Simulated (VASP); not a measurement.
Method: TPSS meta-GGA, VASP's PBE PAW potentials (set 64) (plane waves; VASP 6.6.1).

VASP input:

**KPOINTS**
```
Automatic mesh
0
Gamma
15 15 15
0 0 0
```

**POSCAR**
```
W
1.0
 -1.5800000000   1.5800000000   1.5800000000
  1.5800000000  -1.5800000000   1.5800000000
  1.5800000000   1.5800000000  -1.5800000000
W
1
Cartesian
  0.0000000000   0.0000000000   0.0000000000
```

### INCAR
```
# general
SYSTEM =W
PREC   =Accurate
ENCUT  =520   # plane-wave cut-off (eV)
LREAL  =.FALSE.
LASPH  =.TRUE.

# electronic loop
EDIFF  =1E-6
NELM   =100
ALGO   =Normal   # blocked Davidson
LMAXMIX=6
LMIXTAU=.TRUE.

# smearing
ISMEAR =1   # Methfessel-Paxton
SIGMA  =0.1

# functional
METAGGA=TPSS

# ions
IBRION =2
NSW    =60
ISIF   =3
EDIFFG =-0.01

# output
LWAVE  =.FALSE.
LCHARG =.FALSE.
```

POTCAR, in this order: W_sv (PBE.64 set). Program: vasp_std.

The resulting files:

File OSZICAR:
```
       N       E                     dE             d eps       ncg     rms          rms(c)
DAV:   1     0.151360856188E+03    0.15136E+03   -0.11632E+04  2760   0.231E+03
DAV:   2     0.241735102322E+02   -0.12719E+03   -0.12140E+03  3122   0.519E+02
DAV:   3     0.188724914408E+02   -0.53010E+01   -0.51433E+01  3485   0.114E+02
DAV:   4     0.187659346313E+02   -0.10656E+00   -0.10635E+00  3406   0.179E+01
DAV:   5     0.187634216009E+02   -0.25130E-02   -0.25126E-02  3835   0.240E+00    0.273E+01
DAV:   6    -0.143169613651E+02   -0.33080E+02   -0.43301E+01  2652   0.909E+01    0.859E+00
DAV:   7    -0.132490801402E+02    0.10679E+01   -0.18454E+00  2967   0.189E+01    0.138E+00
DAV:   8    -0.141216389576E+02   -0.87256E+00   -0.63177E-01  2685   0.123E+01    0.168E+00
DAV:   9    -0.142814571022E+02   -0.15982E+00   -0.10003E-01  2741   0.481E+00    0.796E-01
DAV:  10    -0.143479833041E+02   -0.66526E-01   -0.41765E-02  2711   0.293E+00    0.522E-01
DAV:  11    -0.143587497391E+02   -0.10766E-01   -0.66183E-03  2835   0.928E-01    0.428E-02
DAV:  12    -0.143604329035E+02   -0.16832E-02   -0.55181E-04  2907   0.375E-01    0.141E-01
DAV:  13    -0.143604543426E+02   -0.21439E-04   -0.13933E-05  2851   0.547E-02    0.107E-01
DAV:  14    -0.143604522065E+02    0.21360E-05   -0.15552E-05  2880   0.537E-02    0.209E-02
DAV:  15    -0.143604536938E+02   -0.14872E-05   -0.85087E-07  1462   0.142E-02    0.471E-03
DAV:  16    -0.143604535655E+02    0.12832E-06   -0.24220E-07  1353   0.626E-03
   1 F= -.14360454E+02 E0= -.14360604E+02  d E =-.143605E+02
       N       E                     dE             d eps       ncg     rms          rms(c)
DAV:   1    -0.148846592217E+02   -0.52421E+00   -0.14190E+01  2706   0.610E+01    0.901E+00
DAV:   2    -0.143576923383E+02    0.52697E+00   -0.83943E-01  2694   0.123E+01    0.230E+00
DAV:   3    -0.143176784043E+02    0.40014E-01   -0.24851E-01  2735   0.557E+00    0.156E+00
DAV:   4    -0.142130484227E+02    0.10463E+00   -0.65860E-02  2670   0.309E+00    0.328E-01
DAV:   5    -0.143045602475E+02   -0.91512E-01   -0.82015E-02  2655   0.335E+00    0.615E-01
DAV:   6    -0.143195212319E+02   -0.14961E-01   -0.10908E-02  2673   0.122E+00    0.383E-02
DAV:   7    -0.143195488588E+02   -0.27627E-04   -0.14249E-04  2787   0.153E-01    0.874E-03
DAV:   8    -0.143196209336E+02   -0.72075E-04   -0.24227E-05  2679   0.734E-02    0.193E-02
DAV:   9    -0.143196779423E+02   -0.57009E-04   -0.10877E-05  2673   0.467E-02    0.387E-03
DAV:  10    -0.143196806238E+02   -0.26816E-05   -0.79948E-07  1727   0.113E-02    0.901E-04
DAV:  11    -0.143196808204E+02   -0.19654E-06   -0.10508E-07  1338   0.346E-03
   2 F= -.14319681E+02 E0= -.14319859E+02  d E =0.407727E-01
       N       E                     dE             d eps       ncg     rms          rms(c)
DAV:   1    -0.147087467613E+02   -0.38907E+00   -0.83654E+00  2700   0.449E+01    0.831E+00
DAV:   2    -0.143996077112E+02    0.30914E+00   -0.43016E-01  2706   0.956E+00    0.184E+00
DAV:   3    -0.143619000655E+02    0.37708E-01   -0.16692E-01  2744   0.485E+00    0.169E+00
DAV:   4    -0.143276597882E+02    0.34240E-01   -0.30983E-02  2676   0.219E+00    0.847E-01
DAV:   5    -0.143635328091E+02   -0.35873E-01   -0.21015E-02  2675   0.170E+00    0.380E-02
DAV:   6    -0.143636462289E+02   -0.11342E-03   -0.13856E-04  2844   0.168E-01    0.992E-03
DAV:   7    -0.143635836207E+02    0.62608E-04   -0.30955E-05  2646   0.819E-02    0.122E-02
DAV:   8    -0.143637515268E+02   -0.16791E-03   -0.14239E-05  2646   0.568E-02    0.645E-03
DAV:   9    -0.143637550583E+02   -0.35315E-05   -0.10818E-06  1811   0.134E-02    0.629E-04
DAV:  10    -0.143637549434E+02    0.11487E-06   -0.67414E-08  1326   0.333E-03
   3 F= -.14363755E+02 E0= -.14363900E+02  d E =-.330138E-02
       N       E                     dE             d eps       ncg     rms          rms(c)
DAV:   1    -0.143637691298E+02   -0.14072E-04   -0.30857E-04  2712   0.280E-01    0.478E-02
DAV:   2    -0.143637566749E+02    0.12455E-04   -0.15448E-05  2718   0.562E-02    0.115E-02
DAV:   3    -0.143637557168E+02    0.95815E-06   -0.65519E-06  2745   0.298E-02
   4 F= -.14363756E+02 E0= -.14363901E+02  d E =-.330215E-02
```

File OUTCAR:
```
------------------------ aborting loop because EDIFF is reached ----------------------------------------
  FORCE on cell =-STRESS in cart. coord.  units (eV):
  Direction    XX          YY          ZZ          XY          YZ          ZX
  --------------------------------------------------------------------------------------
  Total       -0.0049831     -0.0049831     -0.0049831      0.0000000      0.0000000      0.0000000
  in kB       -0.4989111     -0.4989111     -0.4989111      0.0000000      0.0000000      0.0000000
  external PRESSURE =      -0.4989111 kB  Pullay stress =       0.0000000 kB
  volume of cell :       16.00
      direct lattice vectors                 reciprocal lattice vectors
    -1.587487715  1.587487715  1.587487715     0.000000000  0.314963067  0.314963067
     1.587487715 -1.587487715  1.587487715     0.314963067  0.000000000  0.314963067
     1.587487715  1.587487715 -1.587487715     0.314963067  0.314963067  0.000000000
 POSITION                                       TOTAL-FORCE (eV/Angst)
 -----------------------------------------------------------------------------------
      0.00000      0.00000     -0.00000        -0.000000      0.000000      0.000000
 -----------------------------------------------------------------------------------
    total drift:                                0.000000     -0.000000      0.000000
  FREE ENERGIE OF THE ION-ELECTRON SYSTEM (eV)
  ---------------------------------------------------
  free  energy   TOTEN  =       -14.3637557168 eV

  energy  without entropy=      -14.3641915481  energy(sigma->0) =      -14.36390099

 reached required accuracy - stopping structural energy minimisation
```
(Selected blocks of OUTCAR.)

File CONTCAR:
```
W
   1.00000000000000
    -1.5874877150144211    1.5874877150144211    1.5874877150144211
     1.5874877150144211   -1.5874877150144211    1.5874877150144211
     1.5874877150144211    1.5874877150144211   -1.5874877150144211
  W
     1
Direct
     0.0000000000000000    0.0000000000000000    0.0000000000000000
```

The compound is W in the bcc structure. This run relaxes it. Symmetry was kept, so distortions that lower it aren't found.
